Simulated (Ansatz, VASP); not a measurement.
**Two plane-wave programs on Li3Sc**

```
Li Sc
1.0
     6.23146    0.00000    0.00000
    -3.11573    5.39660    0.00000
     0.00000    0.00000    4.93267
Li Sc
6 2
Direct
  0.32174 0.16087 0.75000
  0.16087 0.32174 0.25000
  0.16087 0.83913 0.25000
  0.67826 0.83913 0.25000
  0.83913 0.16087 0.75000
  0.83913 0.67826 0.75000
  0.66667 0.33333 0.25000
  0.33333 0.66667 0.75000
```

The cell comes from a database or a generator and needn't be the stable form of this composition.

Alike in both runs: task single point; functional PBE; k mesh 5 × 5 × 5; no spin polarisation.

|  | VASP | Ansatz |
| --- | --- | --- |
| version | VASP 6.6.1 | Ansatz 0.2.0 |
| potentials or method | VASP PAW PBE potentials, release 64 (Li_sv, Sc_sv) | plane waves, PAW |
| plane-wave cutoff (eV) | 520 | 630 |
| occupations | fermi-dirac, width 0.1 eV | fermi-dirac |
| valence electrons in the cell | 40 | 40 |

```tsv
	VASP	Ansatz	Ansatz less VASP
gap on the k mesh at the Fermi level (eV)	none	none	-
rms of the force components (eV/Å)	0.011	0.011	-0.0005
```

Atom by atom the forces differ by 0.000 eV/Å (rms over components). A gap of «none» marks a metal or a gap that the smearing closes.
